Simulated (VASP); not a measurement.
Here is the system:

```xyz
12
Lattice="2.3164 0.0000 0.0000 -1.1582 4.1699 0.0000 0.0000 0.0000 24.0302" Properties=species:S:1:pos:R:3 pbc="T T T"
Be     0.0000     2.4569     7.0000
Be     1.1582     3.7375     8.4329
Be     1.1582     1.4918     8.7194
Be     0.0000     2.7724    10.1523
Be     0.0000     0.5267    10.4389
Be     1.1582     1.8073    11.8718
Be     0.0000     3.7314    12.1584
Be     0.0000     0.8422    13.5913
Be     1.1582     2.7663    13.8778
Be     0.0000     4.0470    15.3107
Be     0.0000     1.8012    15.5973
Be     1.1582     3.0819    17.0302
```

These are LDA (Ceperley-Alder, Perdew-Zunger), VASP's LDA PAW potentials (set 64) (plane waves; VASP) values and carry that method's errors. Settings: 300 eV cut-off, 15×15×1 Γ-centred mesh, Fermi-Dirac smearing of 0.10 eV, potentials Be.

The cell holds a wide vacuum, so values per volume refer to the whole cell.

Task: Predict the energy per atom (σ→0), largest force, band gap (on the k-mesh) with the smallest direct gap where there is one.

Result: 
- band gap (on the k-mesh): none (metal, semimetal or under 0.01 eV)
- energy per atom (σ→0): -3851 meV/atom
- largest force: 0.828 eV/Å

The absolute energy has meaning only against runs of the same code, potentials and settings.

The cell is a sheet with vacuum, built from a database entry that may be metastable or hypothetical.
